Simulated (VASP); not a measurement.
Calculation: revPBE GGA, VASP's PBE PAW potentials (set 64) (plane waves; VASP 6.6.1).

VASP ran on this input.

### POSCAR
```
SnO
1
    3.9012687777     0.0000000000     0.0000000000
    0.0000000000     3.9012687777    -0.0000000000
    0.0000000000    -0.0000000000     5.2537186527
Sn O
2 2
Direct
  0.5000000000   0.0000000000   0.7782695496
  0.0000000000   0.5000000000   0.2217304504
  0.5000000000   0.5000000000   0.0000000000
  1.0000000000   0.0000000000   0.0000000000
```

### INCAR
```
! general
SYSTEM   =  SnO
PREC     =  Accurate
ENCUT    =  520   ! plane-wave cut-off (eV)
LREAL    =  .FALSE.
LASPH    =  .TRUE.   ! aspherical one-centre terms

! electronic loop
EDIFF    =  1E-7
NELM     =  100   ! most electronic steps
ALGO     =  Normal
LMAXMIX  =  4

! smearing
ISMEAR   =  -5

! functional
GGA      =  RE

! ions
ISIF     =  2

! output
LWAVE    =  .FALSE.
LCHARG   =  .TRUE.
LORBIT   =  11   ! lm-projected
NEDOS    =  601

! other
LEFG     =  .TRUE.
```

### KPOINTS
```
Automatic mesh
0
Gamma
6 6 5
0 0 0
```

POTCAR, in this order: Sn_d O (PBE.64 set). Program: vasp_std.

Without a dispersion term in the relaxation, distances and binding between the weakly bound layers, chains or molecules are unreliable, and so is what depends on them. Unless said otherwise, spin-orbit coupling is left out, though it shifts the bands of the heavy elements here.

Q: What does the run give for the energy per atom (σ→0), band gap (on the k-mesh)?

A: 
| Quantity | Value |
|---|---|
| energy per atom (σ→0) | -5.360 eV/atom |
| band gap (on the k-mesh) | 0.82 eV |

File OSZICAR:
```
...
DAV:  11    -0.214405070039E+02    0.16372E-02   -0.13281E-02  2232   0.965E-01    0.446E-02
DAV:  12    -0.214406813918E+02   -0.17439E-03   -0.12064E-03  1560   0.224E-01    0.669E-02
DAV:  13    -0.214406550542E+02    0.26338E-04   -0.27656E-04  2224   0.166E-01    0.127E-02
DAV:  14    -0.214406550658E+02   -0.11584E-07   -0.28706E-05  1688   0.361E-02    0.491E-03
DAV:  15    -0.214406554882E+02   -0.42246E-06   -0.21877E-06  2128   0.199E-02    0.282E-03
DAV:  16    -0.214406557083E+02   -0.22007E-06   -0.24097E-07  1544   0.413E-03    0.206E-03
DAV:  17    -0.214406557696E+02   -0.61278E-07   -0.50393E-07  1512   0.481E-03
   1 F= -.21440656E+02 E0= -.21440656E+02  d E =0.000000E+00
```

The compound is SnO in the litharge structure. It was relaxed first, which changed the volume by +14 %.
